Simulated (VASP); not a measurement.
Energy against volume of Al (fcc). Calculation: vdW-DF-cx, VASP's PBE PAW potentials (set 64) (plane waves; VASP).

```
V (Å³/atom)  E (eV/atom)
-----------  -----------
15.324          -2.61189
15.813          -2.62552
16.302          -2.63028
16.791          -2.62746
17.280          -2.61825
```

Q: Fit a third-order Birch-Murnaghan equation of state.

A: 
The volume per atom is 16.35 Å³/atom. The bulk modulus is 811 kbar. The pressure derivative of the bulk modulus comes out as 4.45 and the lattice constant a is 4.029 Å.

Measured: bulk modulus 80.8 GPa at 0 K (computed value off by +0.4 %), as given by H. Levämäki et al., Physical Review B (2014), arXiv:1402.3671 [corrected for temperature and zero-point phonon effects]; a 4.018 Å at 0 K (computed value off by +0.3 %), as given by Daniel Mejia-Rodriguez et al., Physical Review B (2018), arXiv:1807.09216 [static lattice: zero-point anharmonic expansion removed].

The compound is Al in the fcc structure. It was relaxed first.
